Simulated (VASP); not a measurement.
```
CELL_PARAMETERS angstrom
      1.24514    -2.15665     0.00000
      1.24514     2.15665     0.00000
      0.00000     0.00000     4.02320
ATOMIC_POSITIONS crystal
  Co 0.33333 0.66667 0.25000
  Co 0.66667 0.33333 0.75000
```
Starting moments (μB, in the order of the record's atoms Co Co): 1.6 1.6.

These are PBE GGA, VASP's PBE PAW potentials (set 64) (plane waves; VASP) values and carry that method's errors. Run with 400 eV cut-off, 19×19×10 Γ-centred mesh, tetrahedra with Blöchl corrections, potentials Co.

Tabulate the total density of states (states/eV per cell) against energy (eV; zero at the valence-band maximum or, without a gap, the Fermi level).

```
E (eV) | DOS (states/eV)
    -9.95 |  0.00
    -9.74 |  0.00
    -9.64 |  0.00
    -9.43 |  0.00
    -9.32 |  0.00
    -9.11 |  0.00
    -8.90 |  0.01
    -8.80 |  0.04
    -8.59 |  0.07
    -8.38 |  0.10
    -8.28 |  0.11
    -8.07 | # 0.13
    -7.96 | # 0.14
    -7.75 | # 0.15
    -7.54 | # 0.17
    -7.44 | # 0.18
    -7.23 | # 0.20
    -7.02 | # 0.22
    -6.91 | # 0.23
    -6.70 | # 0.25
    -6.60 | # 0.26
    -6.39 | # 0.29
    -6.18 | # 0.32
    -6.08 | # 0.33
    -5.87 | # 0.37
    -5.66 | ## 0.43
    -5.55 | ## 0.46
    -5.34 | ## 0.58
    -5.24 | ### 0.68
    -5.03 | ##### 1.28
    -4.82 | ##### 1.36
    -4.71 | ###### 1.56
    -4.50 | ######## 1.89
    -4.40 | ######### 2.17
    -4.19 | ######### 2.34
    -3.98 | ######### 2.29
    -3.88 | ########### 2.62
    -3.67 | ########## 2.59
    -3.46 | ############## 3.45
    -3.35 | ############## 3.54
    -3.14 | ########## 2.37
    -3.04 | ########## 2.58
    -2.83 | ################# 4.22
    -2.62 | ################ 4.07
    -2.52 | ################# 4.16
    -2.31 | #################### 5.06
    -2.10 | #################### 5.06
    -1.99 | ################ 3.92
    -1.78 | ########### 2.70
    -1.68 | ########### 2.69
    -1.47 | ############## 3.48
    -1.26 | ################## 4.39
    -1.15 | ################## 4.38
    -0.94 | ###################### 5.49
    -0.84 | ######################### 6.32
    -0.63 | ############################## 7.48
    -0.42 | ######### 2.35
    -0.32 | ######## 1.99
    -0.11 | ####### 1.76
     0.10 | ####### 1.75
     0.21 | ####### 1.78
     0.42 | ####### 1.74
     0.52 | ####### 1.83
     0.73 | ######### 2.13
     0.94 | ############# 3.17
     1.05 | ################ 3.93
     1.25 | ################# 4.18
     1.47 | ### 0.83
     1.57 | ### 0.76
     1.78 | ### 0.69
     1.88 | ### 0.67
     2.09 | ### 0.65
     2.30 | ## 0.62
     2.41 | ## 0.61
     2.62 | ## 0.58
     2.83 | ## 0.54
     2.93 | ## 0.53
     3.14 | ## 0.51
     3.25 | ## 0.50
     3.45 | ## 0.51
```
Within 2 eV below the Fermi level the largest weight inside VASP's projection spheres is Co d.

The compound is Co in the hcp structure. It was relaxed first.
